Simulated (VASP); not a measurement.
Consider the following.

```
CELL_PARAMETERS angstrom
      1.25407    -2.20520     0.00000
      1.25407     2.20520     0.00000
      0.00000     0.00000     4.21165
ATOMIC_POSITIONS crystal
  B  0.66667 0.33333 0.50022
  B  0.33333 0.66667 0.00022
  N  0.66667 0.33333 0.87478
  N  0.33333 0.66667 0.37478
```

Computed with r2SCAN meta-GGA, VASP's PBE PAW potentials (set 64) (plane waves; VASP). Numerical set-up: 600 eV cut-off, 10×10×6 Γ-centred mesh, Gaussian smearing of 0.050 eV, potentials B N.

Problem. Estimate the energy per atom (σ→0), pressure.

Solution. 
```yaml
energy per atom (σ→0): -9.564 eV/atom
pressure: 6.23 GPa
```

The absolute energy has meaning only against runs of the same code, potentials and settings.

The compound is BN in the wurtzite structure, a metastable high-pressure form. This cell was strained or had an atom moved on purpose.
